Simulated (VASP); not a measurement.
Cs2AgSbBr6:

```xyz
10
Lattice="0.0000 5.6893 5.6893 5.6893 0.0000 5.6893 5.6893 5.6893 0.0000" Properties=species:S:1:pos:R:3 pbc="T T T"
Cs    8.5339    8.5339    8.5339
Cs    2.8446    2.8446    2.8446
Ag    5.6893    5.6893    5.6893
Sb    0.0000    0.0000    0.0000
Br    2.8269    5.6893    5.6893
Br    5.6893    5.6893    2.8269
Br    8.5516    5.6893    5.6893
Br    5.6893    2.8269    5.6893
Br    5.6893    8.5516    5.6893
Br    5.6893    5.6893    8.5516
```

The cell comes from a database or a generator and needn't be the stable form of this composition.

| Item | Value |
| --- | --- |
| Program | VASP 6.6.1 |
| Task | relaxation of cell and atoms |
| Functional | PBEsol |
| Potentials or basis | VASP PAW PBE potentials, release 64 (Cs_sv, Ag, Sb, Br) |
| Cutoff | 600 eV |
| k mesh | 4 × 4 × 4 |
| Occupations | gaussian, width 0.03 eV |
| Spin | no spin polarisation |

At the start: pressure -1.7 GPa; volume 36.83 Å³/atom.

Question: How do energy, volume and symmetry change on relaxing?

Answer: Over 7 steps the energy falls by 16.6 meV/atom and the volume is 34.04 Å³/atom (-7.6 %); space group Fm-3m (No. 225, to 0.05 Å).

The path:
```tsv
step	energy change (eV)	largest force (eV/Å)	pressure (GPa)	volume (Å³)
1	0.0000	0.0399	-1.68	368.29
2	-0.1364	0.2007	-0.39	348.12
3	-0.1432	0.2446	0.01	343.01
4	-0.1578	0.1465	0.02	341.66
5	-0.1656	0.0126	0.04	339.83
6	-0.1656	0.0042	0.05	339.73
7	-0.1657	0.0016	-0.01	340.44
```

Final structure:
```yaml
crystal:
  lattice:
    - [0.00000, 5.54205, 5.54205]
    - [5.54205, 0.00000, 5.54205]
    - [5.54205, 5.54205, 0.00000]
  atoms:
    - { symbol: Cs, position: [0.75000, 0.75000, 0.75000] }
    - { symbol: Cs, position: [0.25000, 0.25000, 0.25000] }
    - { symbol: Ag, position: [0.50000, 0.50000, 0.50000] }
    - { symbol: Sb, position: [0.00000, 0.00000, 0.00000] }
    - { symbol: Br, position: [0.74858, 0.25142, 0.25142] }
    - { symbol: Br, position: [0.25142, 0.25142, 0.74858] }
    - { symbol: Br, position: [0.25142, 0.74858, 0.74858] }
    - { symbol: Br, position: [0.25142, 0.74858, 0.25142] }
    - { symbol: Br, position: [0.74858, 0.25142, 0.74858] }
    - { symbol: Br, position: [0.74858, 0.74858, 0.25142] }
```

Caveat: the PAW data sets were made with another functional, which shifts forces and pressure a little.
